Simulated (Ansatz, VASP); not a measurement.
# TiZnSe3: VASP beside Ansatz

One calculation is typed for both programs; each brings its own data sets. How far apart do they land? The cell is generated by rule, not measured, and may not be a known phase. The cell is taken from a series of runs on this material, whose earlier steps may have relaxed, scaled, displaced or heated it; both programs get it as it stands.

Main program and level: Ansatz 0.2.0; plane waves, with VASP 6.6.1 beside it; PBE.

The structure was built from a prototype and need not be the compound's stable phase.

**1. The starting structure**

It takes space group I4/mcm (No. 140, tetragonal). The conventional cell has a = 6.973 Å, b = 6.973 Å, c = 9.406 Å, α = 90.00°, β = 90.00°, γ = 90.00°. Nearest to Zn lie 4 Se at 2.83 Å. Nearest to Ti lie 6 Se at 2.35 to 2.62 Å. Nearest to Se lie 2 Ti at 2.62 Å and 2 Zn at 2.83 Å. Nearest to Se lie 2 Ti at 2.35 Å. Farther neighbours and most contacts between anions are not listed.

**2. VASP: relaxation of cell and atoms, PBE**

The relaxed volume is the usual yardstick between codes: in a stiff, nearly cubic crystal its relative difference is about their pressure difference at one cell divided by the bulk modulus.

Lines of VASP's logs that name or quote its potential files are left out, and so is its time.

Input file INCAR:

```
SYSTEM = TiZnSe3
PREC = Accurate
ENCUT = 500
EDIFF = 1E-07
NELM = 120
ISMEAR = 1
SIGMA = 0.2
LREAL = .FALSE.
ALGO = Normal
GGA = PE
NBANDS = 52
LASPH = .TRUE.
LORBIT = 11
LWAVE = .FALSE.
LCHARG = .FALSE.
ISIF = 3
IBRION = 2
NSW = 80
EDIFFG = -0.005
GGA_COMPAT = .FALSE.
NELMIN = 4
KPAR = 2
```

Input file POSCAR:

```
TiZnSe3
1.0
   -3.4867310000      3.4867310000      4.7029100000
    3.4867310000     -3.4867310000      4.7029100000
    3.4867310000      3.4867310000     -4.7029100000
Zn Ti Se
2 2 6
Direct
    0.7500000000      0.2500000000      0.5000000000
    0.2500000000      0.7500000000      0.5000000000
    0.5000000000      0.5000000000      0.0000000000
    0.0000000000      0.0000000000      0.0000000000
    0.8403789431      0.6596210570      0.5000000000
    0.1596210569      0.3403789430      0.5000000000
    0.7500000000      0.7500000000      0.0000000000
    0.2500000000      0.2500000000      0.0000000000
    0.3403789430      0.8403789431      0.1807578861
    0.6596210570      0.1596210569      0.8192421139
```

Input file KPOINTS:

```
Automatic mesh
0
Gamma
8 8 8
0 0 0
```

The projector-augmented-wave data sets are Zn, Ti_sv and Se (PBE family, release 64).

Run with:

```console
> mpirun -np 2 vasp_std
```

Numbers of over 12 decimals in the logs are rounded to 6 here.

What it wrote:

```text
[banner, memory and clock lines left out]
running    2 mpi-ranks, on    1 nodes
 distrk:  each k-point on    1 cores,    2 groups
 distr:  one band on    1 cores,    1 groups

 POSCAR found type information on POSCAR ZnTiSe
 POSCAR found :  3 types and      10 ions
 LDA part: xc-table for (Slater+PW92), standard interpolation
 POSCAR, INCAR and KPOINTS ok, starting setup
 FFT: planning ... GRIDC
 FFT: planning ... GRID_SOFT
 FFT: planning ... GRID
 WAVECAR not read
 entering main loop
       N       E                     dE             d eps       ncg     rms          rms(c)
DAV:   1     0.831890864587E+03    0.83189E+03   -0.36619E+04  6144   0.164E+03
DAV:   2     0.812421189360E+02   -0.75065E+03   -0.72836E+03  6168   0.442E+02
DAV:   3    -0.414736476828E+02   -0.12272E+03   -0.11766E+03  8748   0.161E+02
DAV:   4    -0.506029529526E+02   -0.91293E+01   -0.90660E+01  8968   0.394E+01
DAV:   5    -0.510275523464E+02   -0.42460E+00   -0.42417E+00  8520   0.659E+00    0.183E+01
DAV:   6    -0.490684256366E+02    0.19591E+01   -0.76095E+01  9148   0.509E+01    0.237E+01
DAV:   7    -0.449935478318E+02    0.40749E+01   -0.56094E+01  7892   0.376E+01    0.933E+00
DAV:   8    -0.439699404849E+02    0.10236E+01   -0.39493E+00  7452   0.113E+01    0.379E+00
DAV:   9    -0.438511768826E+02    0.11876E+00   -0.15597E+00  8824   0.516E+00    0.192E+00
DAV:  10    -0.438278344678E+02    0.23342E-01   -0.32817E-01  7816   0.288E+00    0.529E-01
DAV:  11    -0.438254053846E+02    0.24291E-02   -0.36619E-02  7872   0.103E+00    0.323E-01
DAV:  12    -0.438250056424E+02    0.39974E-03   -0.53393E-03  8380   0.419E-01    0.655E-02
DAV:  13    -0.438250864571E+02   -0.80815E-04   -0.27377E-04  7624   0.838E-02    0.375E-02
DAV:  14    -0.438250745294E+02    0.11928E-04   -0.15090E-04  8728   0.619E-02    0.166E-02
DAV:  15    -0.438250739430E+02    0.58643E-06   -0.11860E-05  7504   0.178E-02    0.704E-03
DAV:  16    -0.438250736478E+02    0.29515E-06   -0.14561E-06  7284   0.435E-03    0.390E-03
DAV:  17    -0.438250735358E+02    0.11205E-06   -0.89748E-07  7024   0.442E-03    0.644E-04
DAV:  18    -0.438250736062E+02   -0.70444E-07   -0.62986E-08  3736   0.152E-03
   1 F= -.43825074E+02 E0= -.43829229E+02  d E =-.438251E+02
 curvature:   0.00 expect dE= 0.000E+00 dE for cont linesearch  0.000E+00
 trial: gam= 0.00000 g(F)=  0.229E-06 g(S)=  0.360E-03 ort = 0.000E+00 (trialstep = 0.100E+01)
 search vector abs. value=  0.360E-03
 bond charge predicted
       N       E                     dE             d eps       ncg     rms          rms(c)
DAV:   1    -0.438287236737E+02   -0.36501E-02   -0.70876E-02  7884   0.214E+00    0.492E-01
DAV:   2    -0.438289861100E+02   -0.26244E-03   -0.37722E-02  7352   0.132E+00    0.422E-01
DAV:   3    -0.438255052342E+02    0.34809E-02   -0.17271E-02  7304   0.610E-01    0.157E-01
DAV:   4    -0.438251444627E+02    0.36077E-03   -0.14372E-03  7576   0.200E-01    0.407E-02
DAV:   5    -0.438251480589E+02   -0.35961E-05   -0.28165E-04  8588   0.580E-02    0.359E-02
DAV:   6    -0.438251532482E+02   -0.51893E-05   -0.26788E-05  8260   0.240E-02    0.214E-02
DAV:   7    -0.438251542979E+02   -0.10497E-05   -0.19792E-05  9248   0.169E-02    0.866E-03
DAV:   8    -0.438251541681E+02    0.12982E-06   -0.24255E-06  7780   0.775E-03    0.323E-03
DAV:   9    -0.438251540564E+02    0.11172E-06   -0.20722E-07  5512   0.235E-03    0.867E-04
DAV:  10    -0.438251540100E+02    0.46330E-07   -0.36153E-08  3508   0.975E-04
   2 F= -.43825154E+02 E0= -.43829307E+02  d E =-.804038E-04
 trial-energy change:   -0.000080  1 .order   -0.000083   -0.000360    0.000193
 step:   0.6431(harm=  0.6507)  dis= 0.00002  next Energy=   -43.825189 (dE=-0.115E-03)
 bond charge predicted
       N       E                     dE             d eps       ncg     rms          rms(c)
DAV:   1    -0.438256371559E+02   -0.48310E-03   -0.90110E-03  7880   0.760E-01    0.175E-01
DAV:   2    -0.438256585802E+02   -0.21424E-04   -0.46760E-03  7320   0.469E-01    0.151E-01
DAV:   3    -0.438252303357E+02    0.42824E-03   -0.22387E-03  7276   0.218E-01    0.579E-02
DAV:   4    -0.438251834440E+02    0.46892E-04   -0.19277E-04  7544   0.737E-02    0.146E-02
DAV:   5    -0.438251855732E+02   -0.21292E-05   -0.37163E-05  8520   0.214E-02    0.130E-02
DAV:   6    -0.438251872370E+02   -0.16639E-05   -0.34845E-06  8192   0.879E-03    0.769E-03
DAV:   7    -0.438251884370E+02   -0.12000E-05   -0.25102E-06  8416   0.596E-03    0.326E-03
DAV:   8    -0.438251886584E+02   -0.22144E-06   -0.31601E-07  5096   0.307E-03    0.110E-03
DAV:   9    -0.438251886823E+02   -0.23872E-07   -0.41608E-08  3384   0.120E-03
   3 F= -.43825189E+02 E0= -.43829343E+02  d E =-.115076E-03
 curvature:  -0.33 expect dE=-0.183E-06 dE for cont linesearch -0.193E-07
 trial: gam=-0.01125 g(F)=  0.192E-06 g(S)=  0.372E-06 ort = 0.462E-05 (trialstep = 0.929E+00)
 search vector abs. value=  0.506E-06
 reached required accuracy - stopping structural energy minimisation
```

OUTCAR, selected parts (step 2):

```text
ion  position               nearest neighbor table
   1  0.750  0.250  0.500-   6 2.83   9 2.83  10 2.83   5 2.83
   2  0.250  0.750  0.500-   5 2.83   9 2.83  10 2.83   6 2.83
   3  0.500  0.500  0.000-   7 2.35   8 2.35   5 2.62   6 2.62  10 2.62   9 2.62
   4  0.000  0.000  0.000-   7 2.35   8 2.35   9 2.62  10 2.62   6 2.62   5 2.62
   5  0.840  0.660  0.500-   4 2.62   3 2.62   2 2.83   1 2.83
   6  0.160  0.340  0.500-   3 2.62   4 2.62   1 2.83   2 2.83
   7  0.750  0.750  0.000-   3 2.35   4 2.35
   8  0.250  0.250  0.000-   3 2.35   4 2.35
   9  0.340  0.840  0.181-   4 2.62   3 2.62   1 2.83   2 2.83
  10  0.660  0.160  0.819-   4 2.62   3 2.62   1 2.83   2 2.83

  LATTYP: Found a body centered tetragonal cell.
 ALAT       =     6.9734620000
 C/A-ratio  =     1.3488020728

 Subroutine GETGRP returns: Found 16 space group operations
 (whereof  8 operations were pure point group operations)

The static configuration has the point symmetry C_4h.
 The point group associated with its full space group is D_4h.

 Found     59 irreducible k-points:

   k-points           NKPTS =     59   k-points in BZ     NKDIM =     59   number of bands    NBANDS=     52

   dimension x,y,z NGX =    50 NGY =   50 NGZ =   50
   dimension x,y,z NGXF=   100 NGYF=  100 NGZF=  100

   ENCUT  =  500.0 eV  36.75 Ry    6.06 a.u.  12.42 12.42 12.42*2*pi/ulx,y,z

   NELECT =      84.0000    total number of electrons

 k-points in reciprocal lattice and weights: Automatic mesh
   0.00000000  0.00000000  0.00000000       0.002
   0.12500000  0.00000000  0.00000000       0.016
   0.25000000  0.00000000  0.00000000       0.016
   0.37500000  0.00000000  0.00000000       0.016
   0.50000000  0.00000000  0.00000000       0.008
   0.12500000  0.12500000  0.00000000       0.016
   0.25000000  0.12500000  0.00000000       0.031
   0.37500000  0.12500000  0.00000000       0.031
   0.50000000  0.12500000  0.00000000       0.031
[...]
-0.37500000 -0.37500000  0.37500000       0.004
   0.50000000  0.50000000  0.50000000       0.002

 average (electrostatic) potential at core
       1 -35.9274       2 -35.9274       3 -78.0608       4 -78.0608       5 -54.6340
       6 -54.6340       7 -54.5029       8 -54.5029       9 -54.6340      10 -54.6340

 E-fermi :   3.5642

 k-point     1 :       0.0000    0.0000    0.0000
  band No.  band energies     occupation
    ...
     37       2.5778      2.00000
     38       2.5778      2.00000
     39       3.1100      2.00606
     40       3.1714      2.01795
     41       3.1714      2.01795
     42       3.7341     -0.00334
     43       3.7341     -0.00334
     44       4.0059     -0.00769
     45       4.0872     -0.00136
     46       4.0872     -0.00136
    ...

 k-point     2 :       0.1250    0.0000    0.0000
  band No.  band energies     occupation
    ...
     38       2.5482      2.00000
     39       3.1436      2.01130
     40       3.2266      2.03814
     41       3.2571      2.05211
     42       3.5131      1.41726
     43       3.6934      0.12076
     44       4.0721     -0.00194
     45       4.1041     -0.00091
     46       4.2593     -0.00001
     47       4.4471     -0.00000
    ...

 k-point     3 :       0.2500    0.0000    0.0000
  band No.  band energies     occupation
    ...
     38       2.5557      2.00000
     39       2.7340      2.00000
     40       3.1623      2.01550
     41       3.2143      2.03290
     42       3.2820      2.06275
     43       3.6538      0.31932
     44       4.1131     -0.00073
     45       4.4111     -0.00000
     46       4.6945     -0.00000
     47       4.6982     -0.00000
    ...

  Total       -0.0038253     -0.0038253      0.0069139      0.0000000      0.0000000      0.0000000
  in kB       -0.0267629     -0.0267629      0.0483722      0.0000000      0.0000000      0.0000000
  external PRESSURE =      -0.0017179 kB  Pullay stress =       0.0000000 kB

  energy-cutoff  :      500.00
  volume of cell :      229.00
      direct lattice vectors                 reciprocal lattice vectors
    -3.487761951  3.487761951  4.706377860     0.000000000  0.143358408  0.106238814
     3.487761951 -3.487761951  4.706377860     0.143358408  0.000000000  0.106238814
     3.487761951  3.487761951 -4.706377860     0.143358408  0.143358408  0.000000000

 POSITION                                       TOTAL-FORCE (eV/Angst)
 -----------------------------------------------------------------------------------
     -0.00000      3.48776      2.35319         0.000000     -0.000000      0.000000
      3.48776     -0.00000      2.35319        -0.000000     -0.000000      0.000000
      0.00000      0.00000      4.70638        -0.000000     -0.000000      0.000000
     -0.00000      0.00000      0.00000         0.000000     -0.000000      0.000000
      1.11346      2.37430      4.70638         0.000706     -0.000706      0.000000
      2.37430      1.11346     -0.00000        -0.000706      0.000706      0.000000
      0.00000      0.00000      7.05957         0.000000     -0.000000      0.000000
      0.00000      0.00000      2.35319         0.000000     -0.000000      0.000000
      2.37430     -1.11346      4.70638        -0.000706     -0.000706     -0.000000
      1.11346      4.60123      0.00000         0.000706      0.000706      0.000000
 -----------------------------------------------------------------------------------
    total drift:                               -0.000000      0.000000     -0.000000

  FREE ENERGIE OF THE ION-ELECTRON SYSTEM (eV)
  ---------------------------------------------------
  free  energy   TOTEN  =       -43.8251886823 eV

  energy  without entropy=      -43.8376511461  energy(sigma->0) =      -43.82934284

 reached required accuracy - stopping structural energy minimisation

 total charge
# of ion       s       p       d       tot
------------------------------------------
    1        0.518   0.190   9.773  10.481
    2        0.518   0.190   9.773  10.481
    3        2.181   6.163   1.879  10.223
    4        2.181   6.163   1.879  10.223
    5        1.471   2.300   0.027   3.799
    6        1.471   2.300   0.027   3.799
    7        1.471   2.421   0.027   3.919
    8        1.471   2.421   0.027   3.919
    9        1.471   2.300   0.027   3.799
   10        1.471   2.300   0.027   3.799
--------------------------------------------------
tot         14.228  26.749  23.466  64.442

[... 3 further parts left out ...]
```

CONTCAR:

```
TiZnSe3
   1.00000000000000
    -3.4877619508316973    3.4877619508316973    4.7063778604848983
     3.4877619508316973   -3.4877619508316973    4.7063778604848983
     3.4877619508316973    3.4877619508316973   -4.7063778604848983
  Zn              Ti              Se
     2     2     6
Direct
     0.7500000000000000    0.2500000000000000    0.5000000000000000
     0.2500000000000000    0.7500000000000000    0.5000000000000000
     0.5000000000000000    0.5000000000000000    0.0000000000000000
     0.0000000000000000    0.0000000000000000    0.0000000000000000
     0.8403755139985725    0.6596244861014293    0.5000000000000000
     0.1596244860014276    0.3403755138985707    0.5000000000000000
     0.7500000000000000    0.7500000000000000    0.0000000000000000
     0.2500000000000000    0.2500000000000000    0.0000000000000000
     0.3403755138985707    0.8403755139985725    0.1807510278971431
     0.6596244861014293    0.1596244860014276    0.8192489721028569
```

(Continued in part 2 of 2.)

[Lines on the potential files, build, host, timing and source positions are cut from VASP's logs without a mark.]

[Logs are printed without paths, hosts, clocks, repeated set-up lines and the standing remarks that a program may print on its own settings, such as how far it seeks lower states.]

[Hosts, paths, dates, database ids (printed as entryN), source tags and the programs' standing remarks are cut or masked in the printed files.]
